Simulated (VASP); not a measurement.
Energy against volume of Ho (hcp). Level of theory: vdW-DF2, VASP's PBE PAW potentials (set 64) (plane waves; VASP). Run with 520 eV cut-off, 12×12×7 Γ-centred mesh, first-order Methfessel-Paxton smearing of 0.10 eV, potentials Ho_3.

The 4f electrons are frozen in the core of the lanthanide potential, so 4f levels, which can set the real gap, and their magnetism are missing.

Shape and ions are relaxed at each volume.

| V (Å³/atom) | E (eV/atom) |
|---|---|
| 31.568 | -1.38244 |
| 32.545 | -1.38686 |
| 33.521 | -1.38362 |
| 34.497 | -1.37352 |

**Question.** Fit these four points and predict the energy of the run at 30.592 Å³/atom.

**Answer.** A cubic in V^(−2/3), the third-order Birch-Murnaghan form, passes through the four points with V0 = 32.60 Å³/atom and B0 = 42 GPa, and gives -1.3695 eV/atom there. The run gave -1.3695 eV/atom, +0.0 meV/atom from the fit; all five points give B0 = 42 GPa.

The compound is Ho in the hcp structure. It was relaxed first.
